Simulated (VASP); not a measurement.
# PbI$_{2}$ (space group P6_3mc): computed properties

Level of theory: LDA (Ceperley-Alder, Perdew-Zunger), VASP's LDA PAW potentials (set 64) (plane waves; VASP).

```
Item                                                                                                 Result
---------------------------------------------  ------------------------------------------------------------
space group                                                                                    P6_3mc (186)
cell                                           a = b = 4.4565 Å, c = 13.7260 Å, α = β = 90.00°, γ = 120.00°
volume per atom                                                                              39.35 Å^3/atom
band gap (over mesh and band path)                                                                  1.93 eV
smallest direct gap (over mesh and band path)                                                       1.93 eV
band-edge character                                                                          direct, Γ to Γ
density                                                                                          6.49 g/cm³
```

```
PbI2
1.0
    4.45649     0.00000     0.00000
   -2.22824     3.85943     0.00000
    0.00000     0.00000    13.72598
Pb I
2 4
Direct
  0.66667   0.33333   0.50005
  0.33333   0.66667   0.00005
  0.66667   0.33333   0.86341
  0.33333   0.66667   0.36341
  0.00000   0.00000   0.13654
  0.00000   0.00000   0.63654
```

Unless said otherwise, spin-orbit coupling is left out, though it shifts the bands of the heavy elements here.

The structure comes from a computed database's PbI2 entry (P6_3mc); how it stands against other phases isn't given here. It was relaxed first, which changed the volume by -12 %. Symmetry was kept, so distortions that lower it aren't found.
